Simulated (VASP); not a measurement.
The system is SiC.

```
Si C
1.0
     3.07600    0.00000    0.00000
    -1.53800    2.66389    0.00000
     0.00000    0.00000    5.04800
Si C
2 2
Direct
  0.33333 0.66667 0.00000
  0.66667 0.33333 0.50000
  0.33333 0.66667 0.38500
  0.66667 0.33333 0.88500
```

* Program: VASP 6.6.1
* Task: relaxation of cell and atoms
* Functional: PBE
* Dispersion: D3(BJ)
* Potentials or basis: VASP PAW PBE potentials, release 64 (Si, C)
* Cutoff: 520 eV
* k mesh: 12 × 12 × 6
* Occupations: gaussian, width 0.02 eV
* Spin: no spin polarisation

At the start: pressure -1.0 GPa; volume 10.34 Å³/atom.

Q: How do energy, volume and symmetry change on relaxing?

A: Over 7 steps the energy falls by 9.3 meV/atom and the volume is 10.28 Å³/atom (-0.6 %); space group P6_3mc (No. 186, to 0.05 Å).

Step by step:
```csv
step,energy change (eV),largest force (eV/Å),pressure (GPa),volume (Å³)
1,0.0000,0.7526,-1.05,41.36
2,-0.0038,0.6994,1.10,40.96
3,-0.0343,0.0666,-0.20,41.15
4,-0.0371,0.0049,0.31,41.06
5,-0.0372,0.0062,0.23,41.07
6,-0.0372,0.0051,-0.18,41.15
7,-0.0372,0.0001,0.01,41.11
```

Final structure:
```
Si C
1.0
     3.06978    0.00000    0.00000
    -1.53489    2.65851    0.00000
     0.00000    0.00000    5.03770
Si C
2 2
Direct
  0.33333 0.66667 0.00460
  0.66667 0.33333 0.50460
  0.33333 0.66667 0.38040
  0.66667 0.33333 0.88040
```
